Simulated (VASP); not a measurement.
Output of a VASP run:

OSZICAR:
```
...
       N       E                     dE             d eps       ncg     rms          rms(c)
DAV:   1    -0.468982471988E+03    0.17497E-03   -0.10054E+00   984   0.243E+00    0.156E-01
RMM:   2    -0.468984188584E+03   -0.17166E-02   -0.19048E-02   952   0.325E-01    0.669E-02
RMM:   3    -0.468984312503E+03   -0.12392E-03   -0.19012E-03  1090   0.115E-01    0.423E-02
RMM:   4    -0.468984298918E+03    0.13585E-04   -0.39252E-04  1183   0.462E-02    0.200E-02
RMM:   5    -0.468984302220E+03   -0.33016E-05   -0.10462E-04  1078   0.234E-02    0.613E-03
RMM:   6    -0.468984304053E+03   -0.18332E-05   -0.21056E-05   613   0.124E-02
  12 F= -.46898430E+03 E0= -.46898430E+03  d E =-.166051E-02  mag=     1.0000
       N       E                     dE             d eps       ncg     rms          rms(c)
DAV:   1    -0.468984208813E+03    0.93406E-04   -0.11389E-01   984   0.817E-01    0.522E-02
RMM:   2    -0.468984408368E+03   -0.19955E-03   -0.22056E-03   961   0.111E-01    0.222E-02
RMM:   3    -0.468984424623E+03   -0.16256E-04   -0.23613E-04  1115   0.394E-02    0.146E-02
RMM:   4    -0.468984422595E+03    0.20288E-05   -0.46750E-05   756   0.157E-02
  13 F= -.46898442E+03 E0= -.46898442E+03  d E =-.177905E-02  mag=     1.0000
       N       E                     dE             d eps       ncg     rms          rms(c)
DAV:   1    -0.468983782899E+03    0.64172E-03   -0.67670E-01  1000   0.203E+00    0.139E-01
RMM:   2    -0.468985079314E+03   -0.12964E-02   -0.14574E-02   954   0.293E-01    0.571E-02
RMM:   3    -0.468985180763E+03   -0.10145E-03   -0.15084E-03  1078   0.101E-01    0.388E-02
RMM:   4    -0.468985168204E+03    0.12559E-04   -0.30537E-04  1146   0.410E-02    0.157E-02
RMM:   5    -0.468985172410E+03   -0.42059E-05   -0.77337E-05   930   0.198E-02
  14 F= -.46898517E+03 E0= -.46898517E+03  d E =-.749815E-03  mag=     1.0000
       N       E                     dE             d eps       ncg     rms          rms(c)
DAV:   1    -0.468985174532E+03   -0.63283E-05   -0.81941E-05  1058   0.224E-02    0.454E-03
RMM:   2    -0.468985174917E+03   -0.38438E-06   -0.32789E-06   545   0.466E-03    0.261E-03
RMM:   3    -0.468985175009E+03   -0.92397E-07   -0.94650E-07   440   0.312E-03    0.146E-03
RMM:   4    -0.468985175082E+03   -0.73444E-07   -0.51131E-07   333   0.208E-03
  15 F= -.46898518E+03 E0= -.46898518E+03  d E =-.752488E-03  mag=     1.0000
       N       E                     dE             d eps       ncg     rms          rms(c)
DAV:   1    -0.468985021784E+03    0.15323E-03   -0.24319E-01   984   0.119E+00    0.833E-02
RMM:   2    -0.468985437915E+03   -0.41613E-03   -0.47318E-03   942   0.158E-01    0.334E-02
RMM:   3    -0.468985454682E+03   -0.16766E-04   -0.41320E-04  1028   0.519E-02    0.217E-02
RMM:   4    -0.468985446407E+03    0.82751E-05   -0.10351E-04   941   0.230E-02    0.661E-03
RMM:   5    -0.468985448213E+03   -0.18068E-05   -0.21506E-05   568   0.130E-02
  16 F= -.46898545E+03 E0= -.46898545E+03  d E =-.273131E-03  mag=     1.0000
       N       E                     dE             d eps       ncg     rms          rms(c)
DAV:   1    -0.468985448869E+03   -0.24626E-05   -0.33099E-03  1048   0.138E-01    0.102E-02
RMM:   2    -0.468985454015E+03   -0.51455E-05   -0.59774E-05   750   0.208E-02    0.451E-03
RMM:   3    -0.468985454502E+03   -0.48688E-06   -0.75737E-06   529   0.103E-02    0.263E-03
RMM:   4    -0.468985454493E+03    0.86875E-08   -0.18210E-06   510   0.496E-03
  17 F= -.46898545E+03 E0= -.46898545E+03  d E =-.279410E-03  mag=     1.0000
```

**OUTCAR**
```
------------------------ aborting loop because EDIFF is reached ----------------------------------------
  FORCE on cell =-STRESS in cart. coord.  units (eV):
  Direction    XX          YY          ZZ          XY          YZ          ZX
  --------------------------------------------------------------------------------------
  Total      -54.1319850    -54.1762532    -50.8706362     -1.8351034      0.0065678     -0.0055173
  in kB      -95.8769064    -95.9553129    -90.1005057     -3.2502787      0.0116327     -0.0097721
  external PRESSURE =     -93.9775750 kB  Pullay stress =       0.0000000 kB
  volume of cell :      904.59
      direct lattice vectors                 reciprocal lattice vectors
     9.649823631  0.000000000  0.000000000     0.103628837  0.000000000  0.000000000
     0.000000000  9.649823631  0.000000000     0.000000000  0.103628837  0.000000000
     0.000000000  0.000000000  9.714305805     0.000000000  0.000000000  0.102940964
 POSITION                                       TOTAL-FORCE (eV/Angst)
 -----------------------------------------------------------------------------------
      0.00148      9.64963      9.71042        -0.005930     -0.001327      0.005010
      2.40922      2.40825      1.61828        -0.002395      0.000217      0.001898
      0.00179      0.00029      3.23772        -0.009414     -0.004451      0.006800
      2.40895      2.40808      4.85871         0.001394      0.002557     -0.006449
      0.00089      0.00052      6.47972         0.001305      0.001120     -0.003102
      2.42057      2.41831      8.09564        -0.008576      0.006466      0.000154
      0.00181      4.82460      0.00094        -0.000766      0.003217     -0.002343
      2.40342      7.24804      1.62297         0.000803     -0.001117     -0.000074
      0.00140      4.82538      3.23807         0.009408      0.002312      0.000093
      2.40365      7.24799      4.85448        -0.005078     -0.002833     -0.008731
      0.00191      4.82427      6.47490        -0.001105      0.001814      0.007342
      2.41286      7.23769      8.09529        -0.002815      0.007454      0.006346
      4.82632      9.64969      0.00138         0.001522     -0.001182     -0.003603
      7.24948      2.40269      1.62248         0.000502     -0.005619      0.000078
      4.82611      0.00065      3.23807         0.000057      0.000924      0.002451
      7.24913      2.40192      4.85450         0.001354     -0.001636     -0.005734
      4.82644      9.64907      6.47499         0.000232      0.002348      0.006809
      7.23846      2.41242      8.09564         0.008059     -0.006258      0.002264
      4.82498      4.82586      9.70759         0.014504     -0.007450     -0.012048
      7.24319      7.24171      1.61883        -0.003497      0.001232     -0.014548
      7.24314      7.24175      4.85805        -0.001332      0.002409      0.003436
      4.82545      4.82526      6.48317         0.000912     -0.001737      0.027528
      7.23238      7.23087      8.09508        -0.002370      0.004726      0.013023
      1.48494      1.48443      9.71178         0.000857     -0.003990      0.004190
      3.89928      0.94662      1.62304        -0.003659      0.003627      0.001030
      0.94888      3.89889      1.62342        -0.000149     -0.002818     -0.000735
      3.36117      3.35895      0.01736        -0.006791     -0.002099     -0.007082
      1.48891      1.48897      3.23848         0.000668     -0.003711     -0.002127
      3.89938      0.94678      4.85353        -0.001249      0.004116      0.001178
      0.94898      3.89895      4.85255        -0.003628     -0.004611      0.002310
      3.39173      3.38865      3.23844         0.003698      0.002839      0.001734
      1.48498      1.48444      6.47962        -0.003067     -0.005275     -0.008020
      3.89272      0.93692      8.09520        -0.005106     -0.004027      0.000273
      0.93894      3.89087      8.09535        -0.004676     -0.004507      0.001787
      3.35837      3.36098      6.45989         0.008840     -0.005583      0.003979
      1.49654      6.29037      0.00820         0.001491     -0.001959      0.002342
      3.91569      5.73636      1.70042         0.002122     -0.000380      0.002934
      0.92982      8.72032      1.61865        -0.000190      0.004008      0.001196
      3.36024      8.15507      0.00803         0.003710      0.000430      0.002566
      1.47666      6.30793      3.23889        -0.010277      0.005494     -0.003983
      3.91581      5.73539      4.77713         0.001217      0.006064     -0.007510
      0.93010      8.72101      4.85776        -0.001563      0.001751     -0.001998
      3.34145      8.17726      3.23888         0.001122      0.004243     -0.003652
      1.49791      6.28865      6.46838        -0.002076      0.005511     -0.000464
      3.89194      5.75975      8.09570         0.007786     -0.006359     -0.003579
      0.93632      8.71393      8.09460         0.004424     -0.000240      0.004439
      3.36062      8.15490      6.46871         0.002328     -0.000924     -0.000859
      6.29073      1.49593      0.00840         0.003586     -0.001814      0.002398
      8.72226      0.92915      1.61828         0.000993      0.000157      0.006194
      5.73672      3.91454      1.69832         0.004060     -0.001803      0.008923
      8.15659      3.35964      0.00789        -0.002751      0.000108      0.003558
      6.30850      1.47579      3.23811         0.009026     -0.007338      0.001868
      8.72159      0.92899      4.85711         0.005953     -0.002425     -0.000228
      5.73777      3.91430      4.77935        -0.005083      0.000556     -0.013954
      8.17674      3.34232      3.23842         0.004041     -0.007370      0.001403
      6.29149      1.49437      6.46887         0.003582      0.005526     -0.004877
...
```
(Selected blocks of OUTCAR.)

File POSCAR:
```
NbSn23O48
1
    9.6498236311     0.0000000000     0.0000000000
    0.0000000000     9.6498236311     0.0000000000
    0.0000000000     0.0000000000     9.7143058054
Sn O Nb
23 48 1
Direct
  0.0000000000   0.0000000000   0.0000000000
  0.2500000000   0.2500000000   0.1666670000
  0.0000000000   0.0000000000   0.3333330000
  0.2500000000   0.2500000000   0.5000000000
  0.0000000000   0.0000000000   0.6666670000
  0.2500000000   0.2500000000   0.8333330000
  0.0000000000   0.5000000000   0.0000000000
  0.2500000000   0.7500000000   0.1666670000
  0.0000000000   0.5000000000   0.3333330000
  0.2500000000   0.7500000000   0.5000000000
  0.0000000000   0.5000000000   0.6666670000
  0.2500000000   0.7500000000   0.8333330000
  0.5000000000   0.0000000000   0.0000000000
  0.7500000000   0.2500000000   0.1666670000
  0.5000000000   0.0000000000   0.3333330000
  0.7500000000   0.2500000000   0.5000000000
  0.5000000000   0.0000000000   0.6666670000
  0.7500000000   0.2500000000   0.8333330000
  0.5040010000   0.4962300000   0.9984790000
  0.7500000000   0.7500000000   0.1666670000
  0.7500000000   0.7500000000   0.5000000000
  0.4955690000   0.5033260000   0.6672980000
  0.7500000000   0.7500000000   0.8333330000
  0.1535000000   0.1535000000   0.0000000000
  0.4035000000   0.0965000000   0.1666670000
  0.0965000000   0.4035000000   0.1666670000
  0.3465000000   0.3465000000   0.0000000000
  0.1535000000   0.1535000000   0.3333330000
  0.4035000000   0.0965000000   0.5000000000
  0.0965000000   0.4035000000   0.5000000000
  0.3499060000   0.3441090000   0.3298740000
  0.1535000000   0.1535000000   0.6666670000
  0.4035000000   0.0965000000   0.8333330000
  0.0965000000   0.4035000000   0.8333330000
  0.3465000000   0.3465000000   0.6666670000
  0.1535000000   0.6535000000   0.0000000000
  0.4009430000   0.6002710000   0.1685890000
  0.0965000000   0.9035000000   0.1666670000
  0.3465000000   0.8465000000   0.0000000000
  0.1535000000   0.6535000000   0.3333330000
  0.4082360000   0.5995220000   0.4998070000
  0.0965000000   0.9035000000   0.5000000000
  0.3465000000   0.8465000000   0.3333330000
  0.1535000000   0.6535000000   0.6666670000
  0.4035000000   0.5965000000   0.8333330000
  0.0965000000   0.9035000000   0.8333330000
  0.3465000000   0.8465000000   0.6666670000
  0.6535000000   0.1535000000   0.0000000000
  0.9035000000   0.0965000000   0.1666670000
  0.6009960000   0.4030010000   0.1655360000
  0.8465000000   0.3465000000   0.0000000000
  0.6535000000   0.1535000000   0.3333330000
  0.9035000000   0.0965000000   0.5000000000
  0.5964830000   0.4014340000   0.5022850000
  0.8465000000   0.3465000000   0.3333330000
  0.6535000000   0.1535000000   0.6666670000
  0.9035000000   0.0965000000   0.8333330000
  0.5965000000   0.4035000000   0.8333330000
  0.8465000000   0.3465000000   0.6666670000
  0.6535000000   0.6535000000   0.0000000000
  0.9035000000   0.5965000000   0.1666670000
  0.5965000000   0.9035000000   0.1666670000
  0.8465000000   0.8465000000   0.0000000000
  0.6541510000   0.6508150000   0.3316850000
  0.9035000000   0.5965000000   0.5000000000
  0.5965000000   0.9035000000   0.5000000000
  0.8465000000   0.8465000000   0.3333330000
  0.6535000000   0.6535000000   0.6666670000
  0.9035000000   0.5965000000   0.8333330000
  0.5965000000   0.9035000000   0.8333330000
  0.8465000000   0.8465000000   0.6666670000
  0.4995930000   0.5021390000   0.3381410000
```

### Question
Write an INCAR and KPOINTS that could have produced this output.

### Answer
This is not unique; one that fits is the input of the run itself, PBE GGA, plane waves, VASP's PBE PAW potentials (set 64).

### INCAR
```
SYSTEM = NbSn23O48
PREC = Normal; ENCUT = 400; LREAL = Auto
LASPH = T; ISYM = 0; NELECT = 391.0
EDIFF = 1E-5; NELM = 100; NELMIN = 4
ALGO = Fast; LMAXMIX = 4
ISMEAR = 0; SIGMA = 0.05
GGA = PE
ISPIN = 2; MAGMOM = 72*0.0139; NUPDOWN = 1
IBRION = 2; NSW = 60; ISIF = 2
EDIFFG = -0.03
LWAVE = F; LCHARG = F; LORBIT = 10
```

KPOINTS:
```
kpoints
0
gamma
1 1 1
0 0 0
```

POTCAR, in this order: Sn O Nb_sv (PBE.64 set). Program: vasp_gam.

At this cut-off the stress carries a Pulay error, which pulls relaxed volumes low. The cell is charged, with a uniform compensating background. The supercell is sampled at Γ alone, which is coarse: total energies, pressure and levels can be off, energies of defects by several tenths of an eV.

The cell is a supercell with a defect, built from SnO2 (rutile): Nb_Sn, charge +2.
